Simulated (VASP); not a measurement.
Input for VASP

**POSCAR**
```
TiC
1
    0.0000000000     2.1650000000     2.1650000000
    2.1650000000     0.0000000000     2.1650000000
    2.1650000000     2.1650000000     0.0000000000
Ti C
1 1
Direct
  0.0000000000   0.0000000000   0.0000000000
  0.5000000000   0.5000000000   0.5000000000
```

KPOINTS:
```
Automatic mesh
0
Gamma
11 11 11
0 0 0
```

### INCAR
```
SYSTEM = TiC
PREC = Accurate
ENCUT = 520
EDIFF = 1E-6
NELM = 100
ALGO = Normal
LREAL = .FALSE.
LASPH = .TRUE.
ISMEAR = 1
SIGMA = 0.1
GGA = PE
LMAXMIX = 4
LWAVE = .FALSE.
LCHARG = .FALSE.
ISIF = 2
ISPIN = 2
MAGMOM = 1.0 1.0 1.0
```

POTCAR, in this order: Ti_sv C (PBE.64 set). Program: vasp_std.

Question: One choice in this input is risky. Which, and does it do harm here?

Answer: The risk: MAGMOM holds more values than there are atoms. Here it does no harm: the run (PBE GGA, plane waves, VASP's PBE PAW potentials (set 64)) converges to the same energy and pressure as with the safe setting.
**OSZICAR**
```
       N       E                     dE             d eps       ncg     rms          rms(c)
DAV:   1     0.121831394718E+03    0.12183E+03   -0.85660E+03  2917   0.148E+03
DAV:   2    -0.145512417306E+02   -0.13638E+03   -0.12871E+03  3102   0.366E+02
DAV:   3    -0.232415159069E+02   -0.86903E+01   -0.83826E+01  3489   0.905E+01
DAV:   4    -0.236834456951E+02   -0.44193E+00   -0.44112E+00  3964   0.186E+01
DAV:   5    -0.236956756790E+02   -0.12230E-01   -0.12215E-01  3704   0.261E+00    0.201E+01
DAV:   6    -0.192863190761E+02    0.44094E+01   -0.18463E+01  4035   0.647E+01    0.761E+00
DAV:   7    -0.187489454540E+02    0.53737E+00   -0.28566E+00  3347   0.250E+01    0.509E+00
DAV:   8    -0.187215043208E+02    0.27441E-01   -0.13599E-01  3332   0.436E+00    0.343E+00
DAV:   9    -0.187137975877E+02    0.77067E-02   -0.12730E-01  3196   0.530E+00    0.852E-01
DAV:  10    -0.187112426313E+02    0.25550E-02   -0.12732E-02  3767   0.156E+00    0.659E-01
DAV:  11    -0.187105665826E+02    0.67605E-03   -0.58802E-04  3293   0.347E-01    0.575E-01
DAV:  12    -0.187087938212E+02    0.17728E-02   -0.54439E-03  3032   0.122E+00    0.814E-02
DAV:  13    -0.187087935718E+02    0.24947E-06   -0.28094E-04  2977   0.218E-01    0.305E-02
DAV:  14    -0.187087903550E+02    0.32167E-05   -0.10868E-05  3507   0.321E-02    0.111E-02
DAV:  15    -0.187087915103E+02   -0.11553E-05   -0.13230E-06  2096   0.163E-02    0.334E-03
DAV:  16    -0.187087915870E+02   -0.76702E-07   -0.22196E-07  1471   0.677E-03
   1 F= -.18708792E+02 E0= -.18708746E+02  d E =-.138051E-03  mag=    -0.0000
```

The compound is TiC in the rock salt structure. The cell was not relaxed at this level.
